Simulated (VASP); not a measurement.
```
AlV
1.0
    4.33005     0.00000     0.00000
   -2.16503     3.74994     0.00000
    0.00000     0.00000     4.88124
V Al
2 2
Direct
  0.33333   0.66667   0.93749
  0.66667   0.33333   0.43749
  0.33333   0.66667   0.43751
  0.66667   0.33333   0.93751
```

The numbers are results of PBEsol GGA, VASP's PBE PAW potentials (set 64) (plane waves; VASP), not measurements. Run with 400 eV cut-off, Gaussian smearing of 0.050 eV, potentials V_sv Al.

Predict the band gap (along the path) with the smallest direct gap where there is one.

```json
{
  "band gap (along the path)": "none (metal, semimetal or under 0.01 eV)"
}
```

Only differences to runs with the same potentials and settings are physical.

The structure was generated: VAl was put into the wurtzite type (P6_3mc), which need not be its known phase. It was relaxed first, which changed the volume by -37 %. The relaxed cell has space group P6_3/mmc. The run is not spin-polarised, so no magnetic state was tried.
